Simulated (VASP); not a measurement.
Energy against volume of KF (rock salt). Level of theory: HSEsol screened hybrid, VASP's PBE PAW potentials (set 64) (plane waves; VASP). Run with 520 eV cut-off, 6×6×6 Γ-centred mesh, Gaussian smearing of 0.050 eV, potentials K_sv F.

```csv
V (Å³/atom),E (eV/atom)
18.117,-5.08814
18.715,-5.08944
19.312,-5.08672
19.909,-5.08067
```

Fit these four points and predict the energy of the run at 20.507 Å³/atom.

A cubic in V^(−2/3), the third-order Birch-Murnaghan form, passes through the four points with V0 = 18.59 Å³/atom and B0 = 35 GPa, and gives -5.0718 eV/atom there. The run gave -5.0722 eV/atom, -0.3 meV/atom from the fit; all five points give B0 = 36 GPa.

The compound is KF in the rock salt structure. It was relaxed first. The cell's shape comes from a PBE relaxation.
